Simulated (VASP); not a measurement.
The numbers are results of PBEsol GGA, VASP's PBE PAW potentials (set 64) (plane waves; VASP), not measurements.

VASP input:

**KPOINTS**
```
Regular mesh
0
G
 14 14 14
```

### INCAR
```
# general
SYSTEM  = Si2Mo
PREC    = Accurate
ENCUT   = 300   # plane-wave cut-off (eV)
LREAL   = .False.   # projection in real space or not
LASPH   = .True.

# electronic loop
EDIFF   = 1E-6   # SCF stop (eV)
NELM    = 100
ALGO    = Normal
LMAXMIX = 4   # l cut-off of mixed one-centre charges

# smearing
ISMEAR  = 0
SIGMA   = 0.1

# functional
GGA     = PS

# ions
ISIF    = 2

# output
LWAVE   = .False.
LCHARG  = .False.
```

File POSCAR:
```
Si2Mo
4.5639230
 -0.3546580431   0.3546580431   0.8651215194
  0.3546580431  -0.3546580431   0.8651215194
  0.3546580431   0.3546580431  -0.8651215194
Si Mo
2 1
Cartesian
 -0.0000000000   0.0000000000   1.1498676162
 -0.0000000000   0.0000000000   0.5803754225
  0.0000000000   0.0000000000   0.0000000000
```

POTCAR, in this order: Si Mo_sv (PBE.64 set). Program: vasp_std.

What VASP printed:

**OSZICAR**
```
       N       E                     dE             d eps       ncg     rms          rms(c)
DAV:   1     0.631871305000E+02    0.63187E+02   -0.85912E+03  8199   0.915E+02
DAV:   2    -0.247427595266E+02   -0.87930E+02   -0.86756E+02  9378   0.247E+02
DAV:   3    -0.260320866908E+02   -0.12893E+01   -0.12817E+01  9378   0.280E+01
DAV:   4    -0.260378405395E+02   -0.57538E-02   -0.57522E-02  8895   0.204E+00
DAV:   5    -0.260378870920E+02   -0.46553E-04   -0.46551E-04  9420   0.157E-01    0.208E+01
DAV:   6    -0.252311367524E+02    0.80675E+00   -0.80109E+00  8524   0.190E+01    0.453E+00
DAV:   7    -0.250793871747E+02    0.15175E+00   -0.12493E+00  8262   0.702E+00    0.429E+00
DAV:   8    -0.250361146725E+02    0.43273E-01   -0.13403E-01  8776   0.288E+00    0.444E-01
DAV:   9    -0.250349594325E+02    0.11552E-02   -0.24255E-03  9007   0.403E-01    0.249E-01
DAV:  10    -0.250348533222E+02    0.10611E-03   -0.72859E-04  8867   0.254E-01    0.597E-02
DAV:  11    -0.250348383732E+02    0.14949E-04   -0.28459E-04  8608   0.131E-01    0.421E-02
DAV:  12    -0.250348322382E+02    0.61350E-05   -0.30743E-05  8469   0.401E-02    0.100E-02
DAV:  13    -0.250348318973E+02    0.34092E-06   -0.12183E-06  5111   0.689E-03
   1 F= -.25034832E+02 E0= -.25034142E+02  d E =-.137936E-02
```

**OUTCAR**
```
------------------------ aborting loop because EDIFF is reached ----------------------------------------
  FORCE on cell =-STRESS in cart. coord.  units (eV):
  Direction    XX          YY          ZZ          XY          YZ          ZX
  --------------------------------------------------------------------------------------
  Total       -2.0771468     -2.0771468     -1.8487129      0.0000000      0.0000000     -0.0000000
  in kB      -80.4277868    -80.4277868    -71.5827536      0.0000000      0.0000000     -0.0000000
  external PRESSURE =     -77.4794424 kB  Pullay stress =       0.0000000 kB
  volume of cell :       41.38
      direct lattice vectors                 reciprocal lattice vectors
    -1.618632000  1.618632000  3.948348000     0.000000000  0.308902827  0.126635241
     1.618632000 -1.618632000  3.948348000     0.308902827  0.000000000  0.126635241
     1.618632000  1.618632000 -3.948348000     0.308902827  0.308902827  0.000000000
 POSITION                                       TOTAL-FORCE (eV/Angst)
 -----------------------------------------------------------------------------------
      0.00000      0.00000      5.24791         0.000000      0.000000     -0.027248
      0.00000      0.00000      2.64879         0.000000      0.000000      0.027248
      0.00000      0.00000      0.00000        -0.000000     -0.000000      0.000000
 -----------------------------------------------------------------------------------
    total drift:                                0.000000     -0.000000      0.000000
  FREE ENERGIE OF THE ION-ELECTRON SYSTEM (eV)
  ---------------------------------------------------
  free  energy   TOTEN  =       -25.0348318973 eV

  energy  without entropy=      -25.0334525365  energy(sigma->0) =      -25.03414222
```
(Selected blocks of OUTCAR.)

**OUTCAR**
```
 val. band max:       11.6749080687   @ k =  -0.3571  -0.4286   0.3571

 cond. band min:      11.7983702841   @ k =  -0.4286  -0.4286   0.3571


 Fermi energy:        11.7677442231

 k-point     1 :       0.0000    0.0000    0.0000
  band No.  band energies     occupation
      1     -48.8701      2.00000
      2     -23.0482      2.00000
      3     -22.9936      2.00000
      4     -22.9936      2.00000
      5      -1.4345      2.00000
      6       5.5303      2.00000
      7       8.3708      2.00000
      8       8.7995      2.00000
      9       9.2106      2.00000
     10       9.2106      2.00000
     11      12.0967      0.00000
     12      14.7450      0.00000
     13      15.0468      0.00000
     14      15.1526      0.00000
     15      15.1526      0.00000

 k-point     2 :       0.0714    0.0000    0.0000
  band No.  band energies     occupation
      1     -48.8691      2.00000
      2     -23.0473      2.00000
      3     -23.0050      2.00000
      4     -22.9924      2.00000
      5      -1.3438      2.00000
      6       5.5309      2.00000
      7       8.0582      2.00000
      8       8.8058      2.00000
      9       9.2713      2.00000
     10       9.3865      2.00000
     11      11.8189      0.46964
     12      14.3598      0.00000
     13      14.6958      0.00000
     14      15.2465      0.00000
     15      15.4468      0.00000

 k-point     3 :       0.1429    0.0000    0.0000
  band No.  band energies     occupation
      1     -48.8670      2.00000
      2     -23.0449      2.00000
      3     -23.0370      2.00000
      4     -22.9894      2.00000
      5      -1.0752      2.00000
      6       5.5009      2.00000
      7       7.4905      2.00000
      8       8.7795      2.00000
      9       9.4452      2.00000
     10       9.6103      2.00000
     11      11.2430      2.00000
     12      13.7259      0.00000
     13      14.0852      0.00000
     14      15.6982      0.00000
     15      15.8660      0.00000
...
```

At this cut-off the stress carries a Pulay error, which pulls relaxed volumes low.

The structure comes from a computed database's Si2Mo entry; how it stands against other phases isn't given here. The cell was not relaxed at this level. The run is one of a series of settings (GGA = PS against the base run), some of them coarse on purpose.
